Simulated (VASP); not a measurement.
A convergence study with VASP on HgTe (zinc blende): one setting is varied, all else stays as given below, so the limit is that of these other settings. Each run relaxes cell and ions from the cell shown. The basis is that of the starting cell, so low cut-offs carry a Pulay error.

```
HgTe
1.0
    0.00000     3.23000     3.23000
    3.23000     0.00000     3.23000
    3.23000     3.23000     0.00000
Hg Te
1 1
Cartesian
  0.00000   0.00000   0.00000
  1.61500   1.61500   1.61500
```

Method: PBE GGA, VASP's PBE PAW potentials (set 64) (plane waves; VASP). The tightest run used: 700 eV cut-off, 6×6×6 Γ-centred mesh, Gaussian smearing of 0.050 eV, potentials Hg Te.

The settings run are ENCUT = 200; ENCUT = 250; ENCUT = 300; ENCUT = 350; ENCUT = 400; ENCUT = 450; ENCUT = 500; ENCUT = 550; ENCUT = 600; ENCUT = 650; ENCUT = 700. From which on does the relaxed volume stay within 0.1 Å³/atom of the tightest run?

From ENCUT = 450 on: it is off by 0.006 there and by no more than 0.1 in any finer run, while ENCUT = 400 is off by 0.123.
```json
[
 {"setting": "ENCUT = 200", "relaxed volume (Å³/atom)": "32.335", "E (eV/atom)": "-1.7527", "plane waves": "444", "difference judged (Å³/atom)": "4.560"},
 {"setting": "ENCUT = 250", "relaxed volume (Å³/atom)": "36.392", "E (eV/atom)": "-1.8144", "plane waves": "620", "difference judged (Å³/atom)": "0.504"},
 {"setting": "ENCUT = 300", "relaxed volume (Å³/atom)": "36.728", "E (eV/atom)": "-1.8157", "plane waves": "821", "difference judged (Å³/atom)": "0.167"},
 {"setting": "ENCUT = 350", "relaxed volume (Å³/atom)": "36.576", "E (eV/atom)": "-1.8141", "plane waves": "1018", "difference judged (Å³/atom)": "0.319"},
 {"setting": "ENCUT = 400", "relaxed volume (Å³/atom)": "36.773", "E (eV/atom)": "-1.8191", "plane waves": "1243", "difference judged (Å³/atom)": "0.123"},
 {"setting": "ENCUT = 450", "relaxed volume (Å³/atom)": "36.889", "E (eV/atom)": "-1.8207", "plane waves": "1476", "difference judged (Å³/atom)": "0.006"},
 {"setting": "ENCUT = 500", "relaxed volume (Å³/atom)": "36.880", "E (eV/atom)": "-1.8202", "plane waves": "1724", "difference judged (Å³/atom)": "0.015"},
 {"setting": "ENCUT = 550", "relaxed volume (Å³/atom)": "36.860", "E (eV/atom)": "-1.8200", "plane waves": "1994", "difference judged (Å³/atom)": "0.035"},
 {"setting": "ENCUT = 600", "relaxed volume (Å³/atom)": "36.871", "E (eV/atom)": "-1.8204", "plane waves": "2272", "difference judged (Å³/atom)": "0.025"},
 {"setting": "ENCUT = 650", "relaxed volume (Å³/atom)": "36.889", "E (eV/atom)": "-1.8207", "plane waves": "2637", "difference judged (Å³/atom)": "0.007"},
 {"setting": "ENCUT = 700", "relaxed volume (Å³/atom)": "36.895", "E (eV/atom)": "-1.8207", "plane waves": "2874", "difference judged (Å³/atom)": "0.000"}
]
```

Left out are rungs that failed or repeat a setting and relaxations that didn't move; long series are thinned to 24 rows.

The compound is HgTe in the zinc blende structure.
